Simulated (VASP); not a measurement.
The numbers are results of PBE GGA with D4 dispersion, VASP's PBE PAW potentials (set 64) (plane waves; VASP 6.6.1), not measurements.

A VASP calculation is set up with these files.

INCAR:
```
ALGO = Normal   # blocked Davidson
LCHARG = .FALSE.
EDIFFG = -0.01   # ionic stop
SYSTEM = TiO2
GGA = PE
IVDW = 13   # D4
LREAL = .FALSE.
NSW = 30   # most ionic steps
LASPH = .TRUE.
ISMEAR = 0
EDIFF = 1E-7
PREC = Accurate
NELM = 100
IBRION = 2   # conjugate gradients
ISIF = 4   # ions and shape, fixed volume
LMAXMIX = 4   # l cut-off of mixed one-centre charges
LWAVE = .FALSE.
ENCUT = 520
SIGMA = 0.05   # width (eV)
```

### POSCAR
```
TiO2
1.0
  4.6988291658   0.0000000000   0.0000000000
  0.0000000000   4.6988291658   0.0000000000
  0.0000000000   0.0000000000   3.0187242815
Ti O
2 4
Cart
  0.0000000000   0.0000000000   0.0000000000
  2.3494145829   2.3494145829   1.5093621407
  1.4306456939   1.4306456939   0.0000000000
  3.7800602768   0.9187688890   1.5093621407
  0.9187688890   3.7800602768   1.5093621407
  3.2681834719   3.2681834719   0.0000000000
```

File KPOINTS:
```
K-points
0
gamma
  5 5 8
```

POTCAR, in this order: Ti_sv O (PBE.64 set). Program: vasp_std.

What VASP printed:

### OSZICAR
```
       N       E                     dE             d eps       ncg     rms          rms(c)
DAV:   1     0.673389524973E+03    0.67339E+03   -0.25124E+04  1680   0.199E+03
DAV:   2     0.449162579840E+02   -0.62847E+03   -0.60763E+03  1840   0.574E+02
DAV:   3    -0.663555764959E+02   -0.11127E+03   -0.10779E+03  2604   0.213E+02
DAV:   4    -0.714693602708E+02   -0.51138E+01   -0.51084E+01  2244   0.483E+01
DAV:   5    -0.716915806146E+02   -0.22222E+00   -0.22217E+00  2400   0.819E+00    0.303E+01
DAV:   6    -0.545003085490E+02    0.17191E+02   -0.12731E+02  2044   0.101E+02    0.129E+01
DAV:   7    -0.539025665266E+02    0.59774E+00   -0.22525E+01  2096   0.363E+01    0.741E+00
DAV:   8    -0.538062095761E+02    0.96357E-01   -0.60765E+00  2096   0.212E+01    0.461E+00
DAV:   9    -0.535895824524E+02    0.21663E+00   -0.19549E+00  2144   0.114E+01    0.115E+00
DAV:  10    -0.536046668497E+02   -0.15084E-01   -0.11879E-01  2068   0.259E+00    0.176E-01
DAV:  11    -0.536047088674E+02   -0.42018E-04   -0.40229E-03  2336   0.486E-01    0.119E-01
DAV:  12    -0.536046182213E+02    0.90646E-04   -0.76950E-04  2276   0.194E-01    0.475E-02
DAV:  13    -0.536045920042E+02    0.26217E-04   -0.14349E-04  2268   0.787E-02    0.802E-03
DAV:  14    -0.536045929822E+02   -0.97801E-06   -0.62753E-06  1964   0.195E-02    0.371E-03
DAV:  15    -0.536045935914E+02   -0.60923E-06   -0.16281E-06  2340   0.781E-03    0.186E-03
DAV:  16    -0.536045935778E+02    0.13568E-07   -0.82193E-07  2084   0.746E-03
   1 F= -.54749749E+02 E0= -.54749749E+02  d E =-.547497E+02
       N       E                     dE             d eps       ncg     rms          rms(c)
DAV:   1    -0.536382727782E+02   -0.33679E-01   -0.55664E+00  1684   0.197E+01    0.122E+00
DAV:   2    -0.536309747631E+02    0.72980E-02   -0.18630E-01  1856   0.351E+00    0.770E-01
DAV:   3    -0.536218121884E+02    0.91626E-02   -0.30027E-02  2172   0.144E+00    0.353E-01
DAV:   4    -0.536195965676E+02    0.22156E-02   -0.11001E-02  2176   0.906E-01    0.719E-02
DAV:   5    -0.536195946603E+02    0.19073E-05   -0.10025E-03  1920   0.284E-01    0.396E-02
DAV:   6    -0.536195869101E+02    0.77502E-05   -0.10817E-04  2520   0.796E-02    0.164E-02
DAV:   7    -0.536195873238E+02   -0.41374E-06   -0.30656E-05  2132   0.423E-02    0.610E-03
DAV:   8    -0.536195874532E+02   -0.12937E-06   -0.45108E-06  2076   0.162E-02    0.238E-03
DAV:   9    -0.536195873939E+02    0.59255E-07   -0.30290E-07  1564   0.492E-03
   2 F= -.54765423E+02 E0= -.54765423E+02  d E =-.156741E-01
       N       E                     dE             d eps       ncg     rms          rms(c)
DAV:   1    -0.536240128647E+02   -0.44254E-02   -0.96152E-01  1688   0.820E+00    0.507E-01
DAV:   2    -0.536226867705E+02    0.13261E-02   -0.31700E-02  1848   0.146E+00    0.321E-01
DAV:   3    -0.536210758296E+02    0.16109E-02   -0.48298E-03  2152   0.587E-01    0.137E-01
DAV:   4    -0.536207584952E+02    0.31733E-03   -0.17788E-03  2172   0.362E-01    0.326E-02
DAV:   5    -0.536207541183E+02    0.43769E-05   -0.17204E-04  1956   0.120E-01    0.163E-02
DAV:   6    -0.536207530921E+02    0.10261E-05   -0.17870E-05  2552   0.322E-02    0.626E-03
DAV:   7    -0.536207533054E+02   -0.21326E-06   -0.45123E-06  2144   0.162E-02    0.246E-03
DAV:   8    -0.536207533504E+02   -0.45022E-07   -0.77036E-07  1820   0.660E-03
   3 F= -.54766952E+02 E0= -.54766952E+02  d E =-.172034E-01
```

**OUTCAR**
```
------------------------ aborting loop because EDIFF is reached ----------------------------------------
  Edisp (eV):   -1.14620
  FORCE on cell =-STRESS in cart. coord.  units (eV):
  Direction    XX          YY          ZZ          XY          YZ          ZX
  --------------------------------------------------------------------------------------
  Total      -4.36262    -4.36262    -4.35481     0.00000     0.00000     0.00000
  in kB    -104.87092  -104.87092  -104.68323     0.00000     0.00000     0.00000
  external pressure =     -104.81 kB  Pullay stress =        0.00 kB
  volume of cell :       66.65
      direct lattice vectors                 reciprocal lattice vectors
     4.724988240  0.000000000  0.000000000     0.211640738  0.000000000  0.000000000
     0.000000000  4.724988240  0.000000000     0.000000000  0.211640738  0.000000000
     0.000000000  0.000000000  2.985391527     0.000000000  0.000000000  0.334964440
 POSITION                                       TOTAL-FORCE (eV/Angst)
 -----------------------------------------------------------------------------------
      0.00000      0.00000      0.00000         0.000000     -0.000000     -0.000000
      2.36249      2.36249      1.49270         0.000000     -0.000000     -0.000000
      1.45089      1.45089      0.00000         0.001302      0.001302      0.000000
      3.81339      0.91160      1.49270         0.001302     -0.001302     -0.000000
      0.91160      3.81339      1.49270        -0.001302      0.001302      0.000000
      3.27410      3.27410      0.00000        -0.001302     -0.001302     -0.000000
 -----------------------------------------------------------------------------------
    total drift:                                0.000000     -0.000000      0.000000
  FREE ENERGIE OF THE ION-ELECTRON SYSTEM (eV)
  ---------------------------------------------------
  free  energy   TOTEN  =       -54.7669522142 eV

  energy  without entropy=      -54.7669522142  energy(sigma->0) =      -54.76695221

 reached required accuracy - stopping structural energy minimisation
```
(Selected blocks of OUTCAR.)

**CONTCAR**
```
TiO2
   1.00000000000000
     4.7249882395599068    0.0000000000000000    0.0000000000000000
     0.0000000000000000    4.7249882395599068    0.0000000000000000
     0.0000000000000000    0.0000000000000000    2.9853915265611395
  Ti              O
     2     4
Direct
     0.0000000000000000    0.0000000000000000    0.0000000000000000
     0.5000000000000000    0.5000000000000000    0.5000000000000000
     0.3070679990376081    0.3070679990376081    0.0000000000000000
     0.8070679990376082    0.1929320009623919    0.5000000000000000
     0.1929320009623919    0.8070679990376082    0.5000000000000000
     0.6929320009623918    0.6929320009623918    0.0000000000000000
```

The compound is TiO2 in the rutile structure. This cell is one point of a volume scan, at 1.06 of the reference volume. Symmetry was kept, so distortions that lower it aren't found.
